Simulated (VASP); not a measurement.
```
FePt
1.0
    2.73299     0.00000     0.00000
    0.00000     2.73299     0.00000
    0.00000     0.00000     3.72741
Fe Pt
1 1
Cartesian
  0.00000   0.00000   0.00000
  1.36650   1.36650   1.86371
```
Starting moments (μB, in the order of the record's atoms Fe Pt): 3.3 0.3.

Level of theory: r2SCAN meta-GGA, VASP's PBE PAW potentials (set 64) (plane waves; VASP 6.6.1). Numerical set-up: 520 eV cut-off, 15×15×11 Γ-centred mesh, tetrahedra with Blöchl corrections, potentials Fe Pt.

Question: Give the spin-up energies of bands 1 to 13 at the high-symmetry points, in eV from the Fermi level.

Answer: 
```tsv
band	Γ	X	M	Z	R	A
1	-9.96	-6.43	-7.28	-8.03	-6.98	-6.35
2	-6.87	-5.05	-6.43	-6.15	-6.93	-5.13
3	-6.57	-4.84	-6.30	-5.97	-4.35	-5.13
4	-4.18	-4.76	-6.30	-4.53	-4.30	-5.04
5	-4.18	-4.45	-2.44	-3.55	-4.12	-4.45
6	-3.75	-4.41	-2.15	-3.38	-4.08	-4.45
7	-3.15	-3.61	-1.23	-3.38	-2.23	-3.46
8	-2.79	-3.23	-1.23	-3.00	-1.53	-2.15
9	-0.96	-2.90	-1.14	-2.99	-1.03	-1.99
10	-0.96	-1.83	0.40	-2.38	-0.90	0.41
11	-0.83	-0.59	1.57	-2.38	-0.70	6.82
12	2.30	1.94	1.57	-1.02	-0.53	6.82
13	9.83	10.56	7.53	15.89	4.53	7.75
```

Question: Give the spin-down energies of bands 1 to 13 at the high-symmetry points, in eV from the Fermi level.

Answer: 
```
band       Γ      X      M      Z      R      A
----  ------  -----  -----  -----  -----  -----
1     -10.13  -6.49  -6.74  -8.12  -6.56  -6.18
2      -6.04  -4.88  -5.24  -5.85  -6.28  -5.02
3      -5.96  -4.53  -5.24  -5.59  -3.07  -5.02
4      -2.45  -3.77  -5.00  -2.72  -2.90  -1.77
5      -2.45  -2.64   1.08  -2.05  -2.29  -1.58
6      -0.84  -1.48   1.41  -2.05  -0.97  -1.33
7      -0.77  -1.09   1.41  -1.47  -0.58  -1.33
8       1.00  -0.64   1.60  -0.69  -0.21   1.09
9       1.96   1.01   1.89   0.65   1.09   1.30
10      1.96   1.10   2.03   0.73   1.79   1.89
11      2.24   2.45   2.03   0.73   1.95   7.76
12      2.30   2.85   2.15   2.08   2.17   7.76
13     11.10  11.48   8.73  16.53   5.92   8.82
```

It has no gap at this level: it comes out as a metal or semimetal.

The compound is FePt in the L1_0 structure. It was relaxed first.
